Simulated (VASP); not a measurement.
Calculation: PW91 GGA, VASP's PBE PAW potentials (set 64) (plane waves; VASP 6.6.1).

A VASP calculation is set up with these files.

### KPOINTS
```
Automatic mesh
0
Gamma
8 8 8
0 0 0
```

### POSCAR
```
HfO2
1
    0.0000000000     2.5614148806     2.5614148806
    2.5614148806     0.0000000000     2.5614148806
    2.5614148806     2.5614148806     0.0000000000
Hf O
1 2
Direct
  0.0000000000   0.0000000000   0.0000000000
  0.2500000000   0.2500000000   0.2500000000
  0.7500000000   0.7500000000   0.7500000000
```

### INCAR
```
# general
SYSTEM  = HfO2
PREC    = Accurate
ENCUT   = 520   # plane-wave cut-off (eV)
LREAL   = .FALSE.
LASPH   = .TRUE.

# electronic loop
EDIFF   = 1E-7   # SCF stop (eV)
NELM    = 100   # most electronic steps
ALGO    = Normal   # blocked Davidson
LMAXMIX = 6

# smearing
ISMEAR  = 0   # Gaussian
SIGMA   = 0.05   # width (eV)

# functional
GGA     = 91

# ions
ISIF    = 2   # forces and stress, cell fixed

# output
LWAVE   = .FALSE.
LCHARG  = .FALSE.
```

POTCAR, in this order: Hf_pv O (PBE.64 set). Program: vasp_std.

The run wrote:

**OSZICAR**
```
       N       E                     dE             d eps       ncg     rms          rms(c)
DAV:   1     0.976936184625E+02    0.97694E+02   -0.12851E+04   878   0.144E+03
DAV:   2    -0.326979072102E+02   -0.13039E+03   -0.12622E+03  1101   0.316E+02
DAV:   3    -0.364501589842E+02   -0.37523E+01   -0.37496E+01  1150   0.535E+01
DAV:   4    -0.364705876791E+02   -0.20429E-01   -0.20427E-01  1066   0.429E+00
DAV:   5    -0.364707726237E+02   -0.18494E-03   -0.18494E-03  1143   0.368E-01    0.443E+01
DAV:   6    -0.305486831115E+02    0.59221E+01   -0.32223E+01   989   0.395E+01    0.407E+01
DAV:   7    -0.304319960046E+02    0.11669E+00   -0.89682E-01  1059   0.869E+00    0.282E+01
DAV:   8    -0.303977306548E+02    0.34265E-01   -0.30180E-01  1080   0.563E+00    0.624E+00
DAV:   9    -0.303833542995E+02    0.14376E-01   -0.56049E-02  1038   0.215E+00    0.167E+00
DAV:  10    -0.303833096143E+02    0.44685E-04   -0.52349E-03  1199   0.559E-01    0.280E-01
DAV:  11    -0.303832677909E+02    0.41823E-04   -0.35163E-04  1003   0.151E-01    0.205E-01
DAV:  12    -0.303832766685E+02   -0.88777E-05   -0.43791E-05  1108   0.513E-02    0.433E-02
DAV:  13    -0.303832775261E+02   -0.85756E-06   -0.28810E-06  1158   0.125E-02    0.149E-02
DAV:  14    -0.303832776578E+02   -0.13165E-06   -0.67444E-07   989   0.608E-03    0.142E-03
DAV:  15    -0.303832776404E+02    0.17340E-07   -0.56209E-08   645   0.190E-03
   1 F= -.30383278E+02 E0= -.30383278E+02  d E =-.103351E-17
```

File OUTCAR:
```
------------------------ aborting loop because EDIFF is reached ----------------------------------------
  FORCE on cell =-STRESS in cart. coord.  units (eV):
  Direction    XX          YY          ZZ          XY          YZ          ZX
  --------------------------------------------------------------------------------------
  Total       -1.4799207     -1.4799207     -1.4799207      0.0000000      0.0000000      0.0000000
  in kB      -70.5471112    -70.5471112    -70.5471112      0.0000000      0.0000000      0.0000000
  external PRESSURE =     -70.5471112 kB  Pullay stress =       0.0000000 kB
  volume of cell :       33.61
      direct lattice vectors                 reciprocal lattice vectors
     0.000000000  2.561414881  2.561414881    -0.195204613  0.195204613  0.195204613
     2.561414881  0.000000000  2.561414881     0.195204613 -0.195204613  0.195204613
     2.561414881  2.561414881  0.000000000     0.195204613  0.195204613 -0.195204613
 POSITION                                       TOTAL-FORCE (eV/Angst)
 -----------------------------------------------------------------------------------
      0.00000      0.00000      0.00000        -0.000000     -0.000000     -0.000000
      1.28071      1.28071      1.28071         0.000000      0.000000      0.000000
      3.84212      3.84212      3.84212        -0.000000     -0.000000     -0.000000
 -----------------------------------------------------------------------------------
    total drift:                                0.000000      0.000000      0.000000
  FREE ENERGIE OF THE ION-ELECTRON SYSTEM (eV)
  ---------------------------------------------------
  free  energy   TOTEN  =       -30.3832776404 eV

  energy  without entropy=      -30.3832776404  energy(sigma->0) =      -30.38327764
```
(Selected blocks of OUTCAR.)

**OUTCAR**
```
 val. band max:        3.9473101845   @ k =   0.5000   0.5000   0.0000

 cond. band min:       7.6651237323   @ k =   0.5000   0.5000   0.0000


 Fermi energy:         4.2332549231

 k-point     1 :       0.0000    0.0000    0.0000
  band No.  band energies     occupation
      1     -25.7378      2.00000
      2     -25.7378      2.00000
      3     -25.7378      2.00000
      4     -14.5391      2.00000
      5     -11.6580      2.00000
      6      -1.2021      2.00000
      7      -1.2021      2.00000
      8      -1.2021      2.00000
      9       3.3590      2.00000
     10       3.3590      2.00000
     11       3.3590      2.00000
     12       7.7416      0.00000
     13       7.7416      0.00000
     14       9.5716      0.00000
     15      13.9766      0.00000

 k-point     2 :       0.1250    0.0000    0.0000
  band No.  band energies     occupation
      1     -25.7968      2.00000
      2     -25.7443      2.00000
      3     -25.7443      2.00000
      4     -14.3453      2.00000
      5     -11.8163      2.00000
      6      -1.0573      2.00000
      7      -1.0573      2.00000
      8      -0.8090      2.00000
      9       2.9068      2.00000
     10       3.0881      2.00000
     11       3.0881      2.00000
     12       8.0115      0.00000
     13       8.0115      0.00000
     14      10.1810      0.00000
     15      13.3300      0.00000

 k-point     3 :       0.2500    0.0000    0.0000
  band No.  band energies     occupation
      1     -25.9343      2.00000
      2     -25.7600      2.00000
      3     -25.7600      2.00000
      4     -13.8825      2.00000
      5     -12.1411      2.00000
      6      -0.6982      2.00000
      7      -0.6982      2.00000
      8       0.1120      2.00000
      9       2.0176      2.00000
     10       2.5870      2.00000
     11       2.5870      2.00000
     12       8.4171      0.00000
     13       8.4171      0.00000
     14      10.8194      0.00000
     15      12.8577      0.00000
...
```

Unless said otherwise, spin-orbit coupling is left out, though it shifts the bands of the heavy elements here.

The compound is HfO2 in the fluorite structure, the high-temperature cubic form, which is unstable at 0 K; the monoclinic form is the stable one. This cell is one point of a volume scan, at 1.03 of the reference volume.
